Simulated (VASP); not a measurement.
Shape and ions are relaxed at each volume.

Here is the system:

```xyz
2
Lattice="2.8053 0.0000 0.0000 0.0000 2.8053 0.0000 0.0000 0.0000 4.0256" Properties=species:S:1:pos:R:3 pbc="T T T"
Ti     0.0000     0.0000     0.0000
Al     1.4026     1.4026     2.0128
```

All values below come from PBE GGA with D4 dispersion, VASP's PBE PAW potentials (set 64) (plane waves; VASP). Numerical set-up: 520 eV cut-off, 13×13×9 Γ-centred mesh, first-order Methfessel-Paxton smearing of 0.10 eV, potentials Ti_sv Al.

### Question
Give the energy at these volumes per atom, relative to the lowest: 14.89, 15.37, 15.84, 16.32, 16.79 Å³.

### Answer
23.3, 5.5, 0.0, 5.1, 19.4 meV/atom. A third-order Birch-Murnaghan fit gives B0 = 119 GPa and B0′ = 3.9.

The compound is TiAl in the L1_0 structure. It was relaxed first.
